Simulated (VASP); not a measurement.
**MoI and the effect of the Hubbard U on Mo d**

The cell as given:

```
CELL_PARAMETERS angstrom
0.00000 3.17885 3.17885
3.17885 0.00000 3.17885
3.17885 3.17885 0.00000
ATOMIC_POSITIONS crystal
Mo 0.00000 0.00000 0.00000
I 0.75000 0.75000 0.75000
```

The cell comes from a database or a generator and needn't be the form met in nature.

Kept alike: task relaxation of cell and atoms; functional PBE; k mesh 7 × 7 × 7; occupations fermi-dirac, width 0.05 eV; no spin polarisation. Program: VASP, PBE PAW files I, Mo_sv, 600 eV. The mesh is that of the run's cell of 2 atoms. No spin-orbit coupling.

```tsv
Hubbard U on Mo d, U (eV)	volume (Å³/atom)
2	28.963
3	29.703
4	30.664
5	?
6	32.836
8	35.284
```

U acts here on a shell without spin polarisation. The relaxations keep at least the cell's symmetry (F-43m). For a metal such a mesh leaves the last digits unconverged. Relaxations stop with a little pressure left, so the last digits of a volume or edge aren't settled. How U acts hangs on the program's projectors. U enters in Dudarev's form.

Q: Fit the rows shown and predict the run at 5 eV.

A: A least-squares parabola through the rows shown is volume = 0.047472 U² + 0.58705 U + 27.5648 (largest miss 0.0502); at U = 5 it gives 31.687 Å³/atom. The run gave: volume 31.748 Å³/atom.
